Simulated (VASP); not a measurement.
Method: PBEsol GGA, VASP's PBE PAW potentials (set 64) (plane waves; VASP).

The input files of a VASP run:

INCAR:
```
! general
SYSTEM =Pb
PREC   =Accurate
ENCUT  =480   ! plane-wave cut-off (eV)
LREAL  =.False.   ! projection in real space or not
LASPH  =.True.

! electronic loop
EDIFF  =1E-6
NELM   =100   ! most electronic steps
ALGO   =Normal   ! blocked Davidson
LMAXMIX=4

! smearing
ISMEAR =1
SIGMA  =0.1   ! width (eV)

! functional
GGA    =PS   ! PBEsol

! ions
IBRION =2   ! conjugate gradients
NSW    =60
ISIF   =3   ! ions, shape and volume
EDIFFG =-0.01

! output
LWAVE  =.False.
LCHARG =.False.
```

**POSCAR**
```
Pb
1
    0.0000000000     2.4750000000     2.4750000000
    2.4750000000     0.0000000000     2.4750000000
    2.4750000000     2.4750000000     0.0000000000
Pb
1
Direct
  0.0000000000   0.0000000000   0.0000000000
```

KPOINTS:
```
Automatic mesh
0
Gamma
11 11 11
0 0 0
```

POTCAR, in this order: Pb_d (PBE.64 set). Program: vasp_std.

Output

File OSZICAR:
```
       N       E                     dE             d eps       ncg     rms          rms(c)
DAV:   1     0.100524058526E+03    0.10052E+03   -0.70030E+03  1246   0.139E+03
DAV:   2     0.527608765656E+00   -0.99996E+02   -0.97907E+02  1238   0.323E+02
DAV:   3    -0.391634186842E+01   -0.44440E+01   -0.44194E+01  1501   0.790E+01
DAV:   4    -0.401559537870E+01   -0.99254E-01   -0.99229E-01  1469   0.130E+01
DAV:   5    -0.401982091543E+01   -0.42255E-02   -0.42254E-02  1521   0.246E+00    0.581E-01
DAV:   6    -0.400621835953E+01    0.13603E-01   -0.21317E-02  1471   0.280E+00    0.275E-01
DAV:   7    -0.400287997192E+01    0.33384E-02   -0.85973E-03  1466   0.167E+00    0.925E-02
DAV:   8    -0.400267360334E+01    0.20637E-03   -0.38513E-04  1785   0.401E-01    0.107E-02
DAV:   9    -0.400267057980E+01    0.30235E-05   -0.80846E-06  1444   0.592E-02    0.475E-03
DAV:  10    -0.400267032863E+01    0.25117E-06   -0.51005E-07   805   0.814E-03
   1 F= -.40026703E+01 E0= -.40026586E+01  d E =-.400267E+01
       N       E                     dE             d eps       ncg     rms          rms(c)
DAV:   1    -0.405531535981E+01   -0.52645E-01   -0.15132E+00  1442   0.272E+01    0.119E+00
DAV:   2    -0.400957038847E+01    0.45745E-01   -0.90981E-02  1418   0.677E+00    0.413E-01
DAV:   3    -0.400334984740E+01    0.62205E-02   -0.25008E-02  1565   0.337E+00    0.322E-02
DAV:   4    -0.400336035407E+01   -0.10507E-04   -0.28479E-04  1277   0.186E-01    0.184E-02
DAV:   5    -0.400339692827E+01   -0.36574E-04   -0.14364E-04  1277   0.101E-01    0.892E-03
DAV:   6    -0.400339384978E+01    0.30785E-05   -0.58285E-06  1454   0.444E-02    0.161E-03
DAV:   7    -0.400339310335E+01    0.74643E-06   -0.68506E-07  1052   0.809E-03
   2 F= -.40033931E+01 E0= -.40033595E+01  d E =-.722775E-03
       N       E                     dE             d eps       ncg     rms          rms(c)
DAV:   1    -0.400638453424E+01   -0.29907E-02   -0.87038E-02  1445   0.667E+00    0.281E-01
DAV:   2    -0.400383178401E+01    0.25528E-02   -0.50875E-03  1412   0.158E+00    0.986E-02
DAV:   3    -0.400347266467E+01    0.35912E-03   -0.14614E-03  1581   0.810E-01    0.790E-03
DAV:   4    -0.400347072919E+01    0.19355E-05   -0.16057E-05  1283   0.466E-02    0.447E-03
DAV:   5    -0.400346954108E+01    0.11881E-05   -0.91128E-06  1262   0.273E-02    0.239E-03
DAV:   6    -0.400346948167E+01    0.59410E-07   -0.51298E-07   791   0.146E-02
   3 F= -.40034695E+01 E0= -.40034510E+01  d E =-.799153E-03
```

OUTCAR:
```
------------------------ aborting loop because EDIFF is reached ----------------------------------------
  FORCE on cell =-STRESS in cart. coord.  units (eV):
  Direction    XX          YY          ZZ          XY          YZ          ZX
  --------------------------------------------------------------------------------------
  Total        0.0009515      0.0009515      0.0009515      0.0000000      0.0000000     -0.0000000
  in kB        0.0509454      0.0509454      0.0509454      0.0000000      0.0000000     -0.0000000
  external PRESSURE =       0.0509454 kB  Pullay stress =       0.0000000 kB
  volume of cell :       29.92
      direct lattice vectors                 reciprocal lattice vectors
     0.000000000  2.464093809  2.464093809    -0.202914353  0.202914353  0.202914353
     2.464093809 -0.000000000  2.464093809     0.202914353 -0.202914353  0.202914353
     2.464093809  2.464093809  0.000000000     0.202914353  0.202914353 -0.202914353
 POSITION                                       TOTAL-FORCE (eV/Angst)
 -----------------------------------------------------------------------------------
      0.00000      0.00000      0.00000         0.000000      0.000000      0.000000
 -----------------------------------------------------------------------------------
    total drift:                               -0.000000      0.000000     -0.000000
  FREE ENERGIE OF THE ION-ELECTRON SYSTEM (eV)
  ---------------------------------------------------
  free  energy   TOTEN  =        -4.0034694817 eV

  energy  without entropy=       -4.0034139962  energy(sigma->0) =       -4.00345099

 reached required accuracy - stopping structural energy minimisation
```
(Selected blocks of OUTCAR.)

File CONTCAR:
```
Pb
   1.00000000000000
     0.0000000000000000    2.4640938089604272    2.4640938089604272
     2.4640938089604272   -0.0000000000000000    2.4640938089604272
     2.4640938089604272    2.4640938089604272    0.0000000000000000
  Pb
     1
Direct
     0.0000000000000000    0.0000000000000000    0.0000000000000000
```

The compound is Pb in the fcc structure. This run relaxes it. Symmetry was kept, so distortions that lower it aren't found.
